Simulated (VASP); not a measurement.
```xyz
2
Lattice="1.1560 -2.0023 0.0000 1.1560 2.0023 0.0000 0.0000 0.0000 3.6286" Properties=species:S:1:pos:R:3 pbc="T T T"
Be     1.1560     0.6674     0.9072
Be     1.1560    -0.6674     2.7215
```

All values below come from PBE GGA, VASP's PBE PAW potentials (set 64) (plane waves; VASP). Numerical set-up: 480 eV cut-off, 18×18×10 Γ-centred mesh, first-order Methfessel-Paxton smearing of 0.10 eV, potentials Be.

Question: Give the stress tensor in GPa (positive for a compressed cell).

Answer: 
```
-7.15   0.00   0.00
 0.00  -7.15   0.00
 0.00   0.00  -5.54
```
The pressure is its mean diagonal, -6.61 GPa.

The compound is Be in the hcp structure. This cell was strained or had an atom moved on purpose.
